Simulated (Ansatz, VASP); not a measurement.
# Zr (Zirconium) in two plane-wave programs, part 2 of 2

One calculation is typed for both programs; each brings its own data sets. How far apart do they land? The cell is taken from a series of runs on this material, whose earlier steps may have relaxed, scaled, displaced or heated it; both programs get it as it stands.

VASP 6.6.1 and Ansatz 0.2.0.

So far: The structure; VASP: zone-centre phonons, PBEsol.

### Step 3. Ansatz: zone-centre phonons, PBEsol

Level of this step: Ansatz beside VASP: Kohn-Sham DFT, plane waves, PBEsol (Ansatz).

Ansatz runs on its PAW soft_1 files.

The same cell, functional, mesh and smearing now go to Ansatz, which takes its cutoff from its data sets.

The input, input.yaml:

```yaml
crystal:
  lattice:
    - [3.1858381473, 0.0, 0.0]
    - [-1.5929190736, 2.7590167679, 0.0]
    - [0.0, 0.0, 5.1123032515]
  atoms:
    - { symbol: Zr, position: [0.3333333333, 0.6666666667, 0.25] }
    - { symbol: Zr, position: [0.6666666667, 0.3333333333, 0.75] }
kpoints:
  mp_grid: { grid: [18, 18, 10] }
hamiltonian:
  xc: pbesol
  pseudopotentials: { kind: paw, azcp: { folder: soft_1 }, xc_functional: pbe }
scf:
  occupations: { method: methfessel_paxton, width: 0.2 }
output:
  eigenvalues: true
phonons:
  method: dfpt
```

Run with:

```
> ansatz run input.yaml --threads 4 --pin off --max-ram 8192MiB --backend cpu --events-out ev --progress --plain --runs-dir out
```

Numbers of over 12 decimals in the logs are rounded to 6 here.

The program printed:

```text
zone centre: on kpoints.mp_grid the ground state, and the responses unless they are solved on pairs of k-points, stand on 546 of the mesh's 3240 k-points, reduced under 4 symmetry operations, with k and −k counted as one. Each operation leaves every solved displacement unchanged or reverses it
Engine: ansatz 0.2.0, x86_64-unknown-linux-gnu
Pseudopotentials: kind: paw
Pseudopotential: Zr, paw, valence charge 12, recommended cutoff 420 eV (normal), soft_1/Zr.paw.azcp
Functional definition: PBEsol
  exchange = pbesol_x
  correlation = pbesol_c
Crystal: 2 atoms, lattice volume = 44.936 Å³
Basis set: ecut = 420 eV, 857 PW (Γ), exchange–correlation on 48×48×72 points (8 copies of the dense FFT grid, shifted against one another)
Bands: 16, of which v1, the nominal top of the filled ones, is band 12 counted from 1 (11 counted from 0)
Symmetry: 24 space group operations
k-points: 546 of 3240 (irreducible under 4 space group operations, time reversal used)
Non-local potential: Zr, projectors of the file, l = 0: 3, l = 1: 2, l = 2: 2, l = 3: 1
PAW form: soft (Blöchl's): semilocal exchange-correlation on the pseudo side does not see the compensation charge
PAW frozen core: Zr, regenerated for the run's functional, and the local potential with it (the file was generated under x = pbe(κ = 0.804, μ = 0.219515), c = pbe(β = 0.066725))
PAW one-centre angular grid: Zr, 590 points (default); XC on 64 Gauss nodes
Initial density: superposition of atomic densities (chi_scale 0.1, normalization cell)
Initial wavefunctions: pseudopotential atomic-orbital guess
Functional: x = pbesol(κ = 0.804, μ = 0.123457), c = pbesol(β = 0.046)
SCF iter   1: F=—  HF=-8257.514631 eV  |F-HF|=—  |Δ(HF+E_count)|=         —  Δρ=3.02e-2  dr2=5.20e-1  ethr=3.10e-3  ⟨swp⟩=5.1  Hψ=80362  notcnv=0
automatic band count: the SCF goes on with 20 bands, as 16 were too few: they end inside the smearing window of the response
preconditioner: auto → none  [metal: Δε(μ)=0.015 eV  Ē_g=5.305 eV  σ=0.200 eV  W_gap=0.06  n_scr=8 (ndim 8)  ℏωp=15.7 eV  f_vac=0.000  D(μ)=1.86/eV (n_scr^D=22)  sad-step TF]
SCF iter   2: F=—  HF=-8257.389679 eV  |F-HF|=—  |Δ(HF+E_count)|=   1.25e-1  S|Δr|=    0.00e0  Δρ=1.91e-2  dr2=2.06e-1  ethr=2.17e-3  ⟨swp⟩=1.2  Hψ=15499  notcnv=0  defer=3
SCF iter   3: F=—  HF=-8257.315989 eV  |F-HF|=—  |Δ(HF+E_count)|=   7.37e-2  S|Δr|=    0.00e0  Δρ=1.02e-3  dr2=4.02e-4  ethr=8.57e-4  ⟨swp⟩=3.0  Hψ=19847  notcnv=0  defer=3
SCF iter   4: F=—  HF=-8257.315955 eV  |F-HF|=—  |Δ(HF+E_count)|=   3.43e-5  S|Δr|=    0.00e0  Δρ=1.93e-4  dr2=6.11e-6  ethr=1.68e-6  ⟨swp⟩=2.0  Hψ=16479  notcnv=0  defer=3
SCF iter   5: F=—  HF=-8257.315958 eV  |F-HF|=—  |Δ(HF+E_count)|=   2.97e-6  S|Δr|=    0.00e0  Δρ=2.79e-5  dr2=1.17e-7  ethr=2.55e-8  ⟨swp⟩=2.0  Hψ=16639  notcnv=0  defer=3
SCF iter   6: F=—  HF=-8257.315958 eV  |F-HF|=—  |Δ(HF+E_count)|=   3.95e-7  S|Δr|=    0.00e0  Δρ=3.92e-6  dr2=5.69e-9  ethr=4.86e-10  ⟨swp⟩=2.2  Hψ=16796  notcnv=0  defer=384
SCF iter   7: F=—  HF=-8257.315958 eV  |F-HF|=—  |Δ(HF+E_count)|=   1.72e-9  S|Δr|=    0.00e0  Δρ=8.19e-7  dr2=1.33e-10  ethr=2.37e-11  ⟨swp⟩=2.4  Hψ=16617  notcnv=0  defer=384
SCF iter   8: F=-8257.315958 eV  HF=-8257.315958 eV  |F-HF|=5.46e-12  |Δ(HF+E_count)|=  2.73e-11  S|Δr|=    0.00e0  Δρ=5.60e-8  dr2=4.66e-13  ethr=1.00e-12  ⟨swp⟩=10.0  Hψ=50199  notcnv=0
SCF 1 converged in 8 iterations: F = -8257.315958 eV  dr2 = 4.66e-13
  greatest PAW one-centre occupation: 0.996 electrons in one spin orbital (limit 2), on the Zr atom at site 1 (counted from 0), in its partial waves of l = 0
DFPT response loops at Γ: preconditioner auto → Kerker (q_TF=auto, 2.458 Å⁻¹) (partly filled bands, converged f_vac=0.000); β = 1.00, the filter's whole step (`scf.mixing.beta` (0.50) is not read by the response loops under this deck's `scf.mixing.preconditioner`; to damp them name `kerker` or `kerker_dos`, under which they read `scf.mixing.beta`, and type it under 1.00, their step now; both keys bind the ground state too); Broyden in place of MSR1
SCF converged after 8 iterations
Stability not checked: this state was not tested for a lower state beside it, because cold or Methfessel-Paxton smearing, or corrected tetrahedra, fill the levels in a way that the test cannot read (fill_not_monotonic; see scf.lower_state_search)
Free energy (F): -8257.315958 eV
Harris-Foulkes:  -8257.315958 eV  (|F-HF|=5.46e-12)
Internal energy: -8257.317308 eV  (E = F + TS)
E sigma→0 (E₀):  -8257.316295 eV
Entropy (-TS):   0.001350 eV (0.675 meV/atom)
Fermi energy:    14.437910 eV
--- Per-component energies (eV) ---
  E_band       = -181.402108
  E_kinetic    = 632.608067
  E_local      = -1177.288621  (includes V_loc(G=0)·N_el)
  E_nonlocal   = 153.858800
  E_hartree    = 382.429966
  E_xc         = -307.178797
  E_vxc        = -364.616418  (∫ρ·V_xc dr)
  E_paw        = -5819.843201  (= ΣΔE_a)
  E_vpaw       = -190.823817  (= ΣTr[D̂ρ^β])
  E_aug_tail   = -0.000050  (compensation charges beyond the density's cutoff)
  E_ewald      = -2122.234914
  E_core_change = 0.331442  (= ΣΔE_core)
  E_smearing   = 0.001350  (= −TS)
  E_closure    = -0.000000  (closes the sum)
  Σ components = -8257.315958   (vs F -8257.315958, Δ=0.00e0)
--- Band table (eV; the first three rows and the last of 546) ---
  k-point 0: bands = [... 8 lower, 8.7002, 11.2885, 15.3015, 15.3015, 15.3850, 15.6925, 16.0135, 16.0135, ... 4 higher]
  k-point 1: bands = [... 8 lower, 8.7872, 11.2871, 15.2551, 15.2551, 15.3180, 15.5250, 15.9481, 15.9481, ... 4 higher]
  k-point 2: bands = [... 8 lower, 9.0402, 11.2615, 15.1221, 15.1328, 15.1689, 15.1689, 15.7802, 15.7802, ... 4 higher]
  k-point 545: bands = [... 8 lower, 12.1853, 12.1853, 13.7464, 13.7464, 14.4306, 14.4306, 16.3181, 16.3181, ... 4 higher]
--- Phonons (Γ-DFPT): 2 representative perturbations + reference, on 546 of 3240 k-points (Σ response iterations 6) ---
  k mesh reduced under 4 symmetry operations, with k and −k counted as one. Each operation leaves every solved displacement unchanged or reverses it
  ASR residual: 4.311e-5 → 0.000e0 eV/Å²; symmetrization residual: 2.565e-10 eV/Å²
  ASR residual per site (eV/Å²): 4.31e-5 4.31e-5
  Γ frequencies (cm⁻¹): 0.00 0.00 0.00 66.28 66.28 159.71
  non-analytic LO–TO correction: not included (Born effective charges unavailable; polar crystals: no LO–TO splitting at Γ)
```

### Step 4. Differences

Known differences besides the potentials themselves: the cutoff is 420 eV in Ansatz and 500 eV in VASP; Ansatz makes its cores anew for this functional, VASP keeps those of its PBE data sets. Total energies have different zeros and are not compared.

Compared:

```
                  quantity  Ansatz   VASP  difference
optical mode 1 to 2 (cm⁻¹)    66.3   66.8     -0.79 %
     optical mode 3 (cm⁻¹)   159.7  160.7     -0.59 %
```

Modes are paired by rising frequency, not by their patterns, so a pair may set unlike modes beside each other; they are those without the splitting of longitudinal modes.

### Step 5. Summary of results

* r.m.s. difference of the optical zone-centre modes, each program's sorted by frequency (zone-centre phonons, PBEsol): 0.69 cm⁻¹
* difference in optical mode 1 to 2 (zone-centre phonons, PBEsol): -0.8 %

The r.m.s. difference of the optical zone-centre modes, each program's sorted by frequency is 0.69 cm⁻¹ (zone-centre phonons, PBEsol). Among the rows given in per cent, the largest difference of the zone-centre phonons, PBEsol pair is in optical mode 1 to 2, -0.8 %. How closely two codes agree says nothing of how well the functional describes the real material.

[Lines on the potential files, build, host, timing and source positions are cut from VASP's logs without a mark.]

[Logs are printed without paths, hosts, clocks, repeated set-up lines and the standing remarks that a program may print on its own settings, such as how far it seeks lower states.]

[Hosts, paths, dates, database ids (printed as entryN), source tags and the programs' standing remarks are cut or masked in the printed files.]
